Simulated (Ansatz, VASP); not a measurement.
One calculation of GaF, two programs

The input POSCAR:

```
GaF
1.0
    0.0000000000      2.5769602800      2.5769602800
    2.5769602800      0.0000000000      2.5769602800
    2.5769602800      2.5769602800      0.0000000000
Ga F
1 1
Direct
    0.2500000000      0.2500000000      0.2500000000
    0.0000000000      0.0000000000      0.0000000000
```

Contents of INCAR.step1:

```
  PREC = Accurate
  ENCUT = 520
  EDIFF = 1E-5
  ISMEAR = -1
  SIGMA = 0.05
  LREAL = False
  LASPH = True
  NELM = 60
  ALGO = Normal
  ISIF = 2
  LWAVE = True
  LCHARG = False
  GGA = PE
```

INCAR.step2

```
  PREC = Accurate
  ENCUT = 520
  EDIFF = 1E-6
  ISMEAR = -1
  SIGMA = 0.05
  LREAL = False
  LASPH = True
  NELM = 60
  ALGO = Normal
  ISIF = 2
  LWAVE = False
  LCHARG = False
  GGA = PE
  LHFCALC = True
  AEXX = 1.0
  ALDAC = 0.0
  AGGAC = 0.0
  PRECFOCK = Fast
  ISTART = 1
  HFRCUT = -1
```

KPOINTS

```
regular mesh
0
Gamma
  5 5 5
```

The input KPOINTS_OPT:

```
path GXWKGLUWLK,UX
10
line-mode
reciprocal
 0.0000000000  0.0000000000  0.0000000000  G
 0.5000000000  0.0000000000  0.5000000000  X

 0.5000000000  0.0000000000  0.5000000000  X
 0.5000000000  0.2500000000  0.7500000000  W

 0.5000000000  0.2500000000  0.7500000000  W
 0.3750000000  0.3750000000  0.7500000000  K

 0.3750000000  0.3750000000  0.7500000000  K
 0.0000000000  0.0000000000  0.0000000000  G

 0.0000000000  0.0000000000  0.0000000000  G
 0.5000000000  0.5000000000  0.5000000000  L

 0.5000000000  0.5000000000  0.5000000000  L
 0.6250000000  0.2500000000  0.6250000000  U

 0.6250000000  0.2500000000  0.6250000000  U
 0.5000000000  0.2500000000  0.7500000000  W

 0.5000000000  0.2500000000  0.7500000000  W
 0.5000000000  0.5000000000  0.5000000000  L

 0.5000000000  0.5000000000  0.5000000000  L
 0.3750000000  0.3750000000  0.7500000000  K

 0.6250000000  0.2500000000  0.6250000000  U
 0.5000000000  0.0000000000  0.5000000000  X
```

input

```
crystal:
  lattice:
    - [0.0, 2.57696028, 2.57696028]
    - [2.57696028, 0.0, 2.57696028]
    - [2.57696028, 2.57696028, 0.0]
  atoms:
    - { symbol: Ga, position: [0.25, 0.25, 0.25] }
    - { symbol: F, position: [0.0, 0.0, 0.0] }
hamiltonian:
  xc: hf
  pseudopotentials: { kind: paw }
kpoints:
  mp_grid: { grid: [5, 5, 5] }
  band_path:
    path:
      - [[0.0, 0.0, 0.0], [0.5, 0.0, 0.5], [0.5, 0.25, 0.75], [0.375, 0.375, 0.75], [0.0, 0.0, 0.0], [0.5, 0.5, 0.5], [0.625, 0.25, 0.625], [0.5, 0.25, 0.75], [0.5, 0.5, 0.5], [0.375, 0.375, 0.75]]
      - [[0.625, 0.25, 0.625], [0.5, 0.0, 0.5]]
    npoints: 4
scf:
  occupations: { method: fermi_dirac, width: 0.05 }
  n_extra_bands: 6
output:
  forces: true
  stress: true
  eigenvalues: true
  fatbands: false
  write_density: true
  write_potential: true
  elf: true
  volumetric_format: npy
```

The cell was built by a generator and needn't be a form met in nature.

Alike in both runs: task band structure; functional HF; k mesh 5 × 5 × 5; occupations fermi-dirac, width 0.05 eV; no spin polarisation.

|  | VASP | Ansatz |
| --- | --- | --- |
| version | VASP 6.6.1 | Ansatz 0.2.0 |
| potentials or method | VASP PAW PBE potentials, release 64 (Ga_d, F) | Ansatz PAW |
| plane-wave cutoff (eV) | 520 | 420 |
| valence electrons in the cell | 20 | 20 |

|  | VASP | Ansatz | Ansatz less VASP |
| --- | --- | --- | --- |
| gap on the k mesh at the Fermi level (eV) | 7.16 | 7.21 | +0.047 |
| least direct gap on the mesh (eV) | 7.16 | 7.21 | +0.047 |
| gap along the band path (eV) | 6.14 | 6.18 | +0.045 |
| pressure (GPa) | 22.4 | 21.9 | -0.47 |

Caveats: the k mesh is coarse (spacing up to 0.42 Å⁻¹), so the values aren't converged, least of all with exact exchange; so large a pressure means that the cell lies far from this level's equilibrium, or that cutoff or potentials fall short; the potentials were made for another functional, which shifts forces and pressure (VASP); the PAW data sets come from PBE, with cores solved anew for the run's functional, which leaves a small shift of forces and pressure (Ansatz); the thresholds are loose for stress (Ansatz).
